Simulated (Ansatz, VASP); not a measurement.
## AlGa3P4: VASP beside Ansatz

```xyz
8
Lattice="3.9129 0.0000 0.0000 0.0000 3.9129 0.0000 0.0000 0.0000 10.9208" Properties=species:S:1:pos:R:3 pbc="T T T"
Al    1.9565    1.9565    0.0000
Ga    0.0000    0.0000    8.1907
Ga    1.9565    1.9565    5.4604
Ga    0.0000    0.0000    2.7301
P     1.9565    0.0000    4.0959
P     0.0000    1.9565    1.3573
P     1.9565    0.0000    9.5634
P     0.0000    1.9565    6.8249
```

Alike in both runs: functional PBE; k mesh 4 × 4 × 2; occupations gaussian, width 0.1 eV; no spin polarisation.

Ansatz relaxed the structure, and its values are those at the end. VASP's run is a single point on that final structure, the one shown.

|  | VASP | Ansatz |
| --- | --- | --- |
| version | VASP 6.6.1 | Ansatz 0.2.0 |
| potentials or method | VASP PAW PBE potentials, release 64 (Al, Ga_d, P) | scalar-relativistic, plane waves, PAW |
| plane-wave cutoff (eV) | 520 | 420 |
| valence electrons in the cell | 62 | 62 |

```csv
,VASP,Ansatz,Ansatz less VASP
gap on the k mesh at the Fermi level (eV),1.57,1.57,+0.002
least direct gap on the mesh (eV),1.62,1.62,+0.002
pressure (GPa),0.0,0.0,+0.03
```

A k mesh can miss the band edges. A hybrid or GW would open this gap; PBE tends to underestimate it.
